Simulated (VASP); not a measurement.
OSZICAR of a VASP run on GaP (zinc blende):

OSZICAR:
```
       N       E                     dE             d eps       ncg     rms          rms(c)
DAV:   1     0.788607805408E+02    0.78861E+02   -0.93409E+03   759   0.201E+03
DAV:   2    -0.361055773763E+01   -0.82471E+02   -0.79288E+02   814   0.324E+02
DAV:   3    -0.924199349523E+01   -0.56314E+01   -0.56067E+01   929   0.744E+01
DAV:   4    -0.933839324443E+01   -0.96400E-01   -0.96350E-01   948   0.104E+01
DAV:   5    -0.934057059390E+01   -0.21773E-02   -0.21773E-02   970   0.129E+00    0.451E+00
DAV:   6    -0.908613383638E+01    0.25444E+00   -0.47374E-01  1162   0.137E+01    0.299E+00
DAV:   7    -0.905488947106E+01    0.31244E-01   -0.13001E-01   973   0.280E+00    0.118E+00
DAV:   8    -0.905482018552E+01    0.69286E-04   -0.15667E-02   899   0.193E+00    0.206E-01
DAV:   9    -0.905517209931E+01   -0.35191E-03   -0.16370E-03   966   0.702E-01    0.822E-02
DAV:  10    -0.905522401645E+01   -0.51917E-04   -0.13100E-04  1141   0.135E-01    0.333E-02
DAV:  11    -0.905528970837E+01   -0.65692E-04   -0.91789E-05   814   0.963E-02    0.564E-03
DAV:  12    -0.905528933687E+01    0.37151E-06   -0.36865E-06  1045   0.332E-02    0.360E-03
DAV:  13    -0.905528972534E+01   -0.38847E-06   -0.10983E-06   844   0.999E-03    0.175E-03
DAV:  14    -0.905528963248E+01    0.92864E-07   -0.87630E-08   612   0.436E-03
   1 F= -.94766689E+01 E0= -.94766689E+01  d E =-.274146E-16
```

### Question
Which electronic solver shows in the log?

### Answer
It is blocked Davidson (ALGO = Normal, or the opening steps of other solvers). The INCAR had ALGO = Normal.

### Question
Can the final energy be trusted as converged?

### Answer
The calculation finished and met its thresholds. It stopped with EDIFF = 1E-7, NELM = 100 (PBE GGA with D3 dispersion (zero damping), plane waves, VASP's PBE PAW potentials (set 64)).

The compound is GaP in the zinc blende structure. This cell is one point of a volume scan, at 0.94 of the reference volume.
